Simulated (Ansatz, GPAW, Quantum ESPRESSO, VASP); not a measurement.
# Ni2Ge (P6_3/mmc, 6 atoms in the cell) computed with different codes at matched settings

Self-consistent single point.

```yaml
crystal:
  lattice:
    - [3.97981, 0.00000, 0.00000]
    - [-1.98991, 3.44662, 0.00000]
    - [0.00000, 0.00000, 5.02388]
  atoms:
    - { symbol: Ni, position: [0.66667, 0.33333, 0.25000] }
    - { symbol: Ni, position: [0.33333, 0.66667, 0.75000] }
    - { symbol: Ni, position: [0.00000, 0.00000, 0.00000] }
    - { symbol: Ni, position: [0.00000, 0.00000, 0.50000] }
    - { symbol: Ge, position: [0.66667, 0.33333, 0.75000] }
    - { symbol: Ge, position: [0.33333, 0.66667, 0.25000] }
```

Shared settings, as Ansatz (a quantum-chemistry and plane-wave program) writes them: kpoints.mp_grid.grid = 9 9 6; scf.occupations.method = gaussian; scf.occupations.width = 0.272 eV. Potentials and cutoffs stand in the table.

```tsv
code	model	pressure (GPa)	cutoff
Quantum ESPRESSO	LDA (PZ), PSlibrary ultrasoft (LDA) pseudopotentials	-5.77	50 Ry
VASP	LDA (PZ), VASP's LDA PAW potentials (set 64)	-7.76	300 eV
GPAW	LDA (Perdew-Wang 92), GPAW PAW datasets LDA (gpaw-data 1.0.1)	-5.85	850 eV
Ansatz	LDA (PW92), default PAW files made with PBE	-7.33	default
```

On Ansatz's run: spin polarisation is off.

The spread over the programs that give each value: pressure within 1.99 GPa.

Ansatz's pressure is given at a fixed set of plane waves, as the other plane-wave codes print theirs; with its correction for the finite basis it is -7.23 GPa. The same LDA comes in different parametrisations, which differ slightly. In the pressure, VASP (by 1.17) lies more than 1 GPa from the median of the plane-wave programs.

VASP's run is marked for a possible Pulay error in its stress at this cutoff; no cutoff test was made.

The starting cell comes from a database of computed structures (which also holds hypothetical and non-ambient phases and stackings), without a prior relaxation at this level.

Left out of this page: Elk, FLEUR and SIESTA (not drawn, or without a comparable value).

Keys are those of Ansatz 0.2.
